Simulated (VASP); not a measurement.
```cif
data_Ni
_chemical_formula_sum 'Ni1'
_space_group_name_H-M_alt 'P 1'
_space_group_IT_number 1
_cell_length_a 2.45781
_cell_length_b 2.45781
_cell_length_c 2.45781
_cell_angle_alpha 60.000
_cell_angle_beta 60.000
_cell_angle_gamma 60.000
loop_
_space_group_symop_operation_xyz
  'x, y, z'
loop_
_atom_site_label
_atom_site_type_symbol
_atom_site_fract_x
_atom_site_fract_y
_atom_site_fract_z
_atom_site_occupancy
Ni1 Ni 0.00000 0.00000 0.00000 1
```
Starting moments (μB, in the order of the record's atoms Ni): 0.6.

Method: TPSS meta-GGA, VASP's PBE PAW potentials (set 64) (plane waves; VASP). Run with 520 eV cut-off, 18×18×18 Γ-centred mesh, first-order Methfessel-Paxton smearing of 0.10 eV, potentials Ni.

Q: Give the energy at these volumes per atom, relative to the lowest: 9.86, 10.17, 10.48, 10.80, 11.11 Å³.

A: 30.9, 7.6, 0.0, 5.6, 22.3 meV/atom. A third-order Birch-Murnaghan fit gives B0 = 222 GPa and B0′ = 4.9.

Measured: bulk modulus 192 GPa at 0 K (computed value off by +15.3 %), as given by Daniel Mejia-Rodriguez et al., Physical Review B (2018), arXiv:1807.09216 [0 K value with the zero-point phonon effect removed]; a 3.508 Å at 0 K (computed value off by -0.9 %), as given by Daniel Mejia-Rodriguez et al., Physical Review B (2018), arXiv:1807.09216 [static lattice: zero-point anharmonic expansion removed].

The compound is Ni in the fcc structure. It was relaxed first.
